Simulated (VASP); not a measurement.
Method: PBE GGA + U (Dudarev), VASP's PBE PAW potentials (set 64) (plane waves; VASP 6.6.1).

The input files of a VASP run:

**INCAR**
```
SYSTEM = MnS
PREC = Accurate
ENCUT = 400
EDIFF = 1E-6
NELM = 100
ALGO = Normal
LREAL = .FALSE.
LASPH = .TRUE.
ISMEAR = 0
SIGMA = 0.05
GGA = PE
LMAXMIX = 2
ISPIN = 2
MAGMOM = 5.0 -5.0 0.0 0.0
LORBIT = 10
LWAVE = .FALSE.
LCHARG = .FALSE.
ISIF = 2
LDAU = .TRUE.
LDAUTYPE = 2
LDAUL = 2 -1
LDAUU = 5.0 0
LDAUJ = 0 0
LDAUPRINT = 1
```

**POSCAR**
```
MnS
1
    5.3244000000     2.6622000000     2.6622000000
    2.6622000000     5.3244000000     2.6622000000
    2.6622000000     2.6622000000     5.3244000000
Mn S
2 2
Direct
  0.0000000000   0.0000000000   0.0000000000
  0.5000000000   0.5000000000   0.5000000000
  0.2500000000   0.2500000000   0.2500000000
  0.7500000000   0.7500000000   0.7500000000
```

### KPOINTS
```
Automatic
0
Gamma
 6 6 6
```

POTCAR, in this order: Mn_pv S (PBE.64 set). Program: vasp_std.

The run wrote:

### OSZICAR
```
       N       E                     dE             d eps       ncg     rms          rms(c)
DAV:   1     0.322820477488E+03    0.32282E+03   -0.18961E+04  3440   0.146E+03
DAV:   2     0.671481987042E+01   -0.31611E+03   -0.31260E+03  2972   0.417E+02
DAV:   3    -0.236756189926E+02   -0.30390E+02   -0.29903E+02  4053   0.118E+02
DAV:   4    -0.245633169378E+02   -0.88770E+00   -0.88692E+00  3560   0.205E+01
DAV:   5    -0.245778457807E+02   -0.14529E-01   -0.14526E-01  3727   0.326E+00    0.137E+01
DAV:   6    -0.243795520380E+02    0.19829E+00   -0.16066E+01  3123   0.473E+01    0.139E+01
DAV:   7    -0.254743720221E+02   -0.10948E+01   -0.43924E+00  3653   0.145E+01    0.872E+00
DAV:   8    -0.254507887415E+02    0.23583E-01   -0.48912E-01  3668   0.609E+00    0.434E+00
DAV:   9    -0.255290153914E+02   -0.78227E-01   -0.98029E-02  3504   0.334E+00    0.718E-01
DAV:  10    -0.255605258175E+02   -0.31510E-01   -0.14913E-02  3638   0.222E+00    0.381E-01
DAV:  11    -0.255607968905E+02   -0.27107E-03   -0.33424E-03  3616   0.372E-01    0.257E-01
DAV:  12    -0.255609342344E+02   -0.13734E-03   -0.11526E-04  3846   0.110E-01    0.155E-01
DAV:  13    -0.255609665843E+02   -0.32350E-04   -0.10796E-04  3699   0.874E-02    0.223E-02
DAV:  14    -0.255609645811E+02    0.20032E-05   -0.27991E-05  3802   0.328E-02    0.178E-02
DAV:  15    -0.255609642503E+02    0.33077E-06   -0.10494E-06  2560   0.887E-03
   1 F= -.25560964E+02 E0= -.25560964E+02  d E =-.181152E-11  mag=     0.0000
```

**OUTCAR**
```
------------------------ aborting loop because EDIFF is reached ----------------------------------------
  FORCE on cell =-STRESS in cart. coord.  units (eV):
  Direction    XX          YY          ZZ          XY          YZ          ZX
  --------------------------------------------------------------------------------------
  Total       -0.9363075     -0.9363075     -0.9363075     -0.0718847     -0.0718847     -0.0718847
  in kB      -19.8768275    -19.8768275    -19.8768275     -1.5260360     -1.5260360     -1.5260360
  external PRESSURE =     -19.8768275 kB  Pullay stress =       0.0000000 kB
  volume of cell :       75.47
      direct lattice vectors                 reciprocal lattice vectors
     5.324400000  2.662200000  2.662200000     0.281721884 -0.093907295 -0.093907295
     2.662200000  5.324400000  2.662200000    -0.093907295  0.281721884 -0.093907295
     2.662200000  2.662200000  5.324400000    -0.093907295 -0.093907295  0.281721884
 POSITION                                       TOTAL-FORCE (eV/Angst)
 -----------------------------------------------------------------------------------
      0.00000      0.00000      0.00000        -0.000000     -0.000000      0.000000
      5.32440      5.32440      5.32440         0.000000     -0.000000     -0.000000
      2.66220      2.66220      2.66220        -0.000000      0.000000     -0.000000
      7.98660      7.98660      7.98660        -0.000000      0.000000      0.000000
 -----------------------------------------------------------------------------------
    total drift:                                0.000000     -0.000000     -0.000000
  FREE ENERGIE OF THE ION-ELECTRON SYSTEM (eV)
  ---------------------------------------------------
  free  energy   TOTEN  =       -25.5609642503 eV

  energy  without entropy=      -25.5609642503  energy(sigma->0) =      -25.56096425

 total charge

# of ion       s       p       d       tot
------------------------------------------
    1        0.205   6.148   4.882  11.236
    2        0.205   6.148   4.882  11.236
    3        1.321   2.439   0.000   3.760
    4        1.321   2.439   0.000   3.760
--------------------------------------------------
tot          3.052  17.174   9.765  29.992

 magnetization (x)

# of ion       s       p       d       tot
------------------------------------------
    1        0.028   0.021   4.540   4.590
    2       -0.028  -0.021  -4.540  -4.590
    3        0.000   0.000   0.000   0.000
    4        0.000   0.000   0.000   0.000
--------------------------------------------------
tot          0.000   0.000   0.000   0.000
```
(Selected blocks of OUTCAR.)

The compound is MnS in the rock salt, AFM-II order structure. The cell was not relaxed at this level. The run is one of a series of settings (LDAU = .TRUE., LDAUJ = 0 0, LDAUL = 2 -1, LDAUTYPE = 2, LDAUU = 5.0 0, LMAXMIX = 2 against the base run), some of them coarse on purpose.
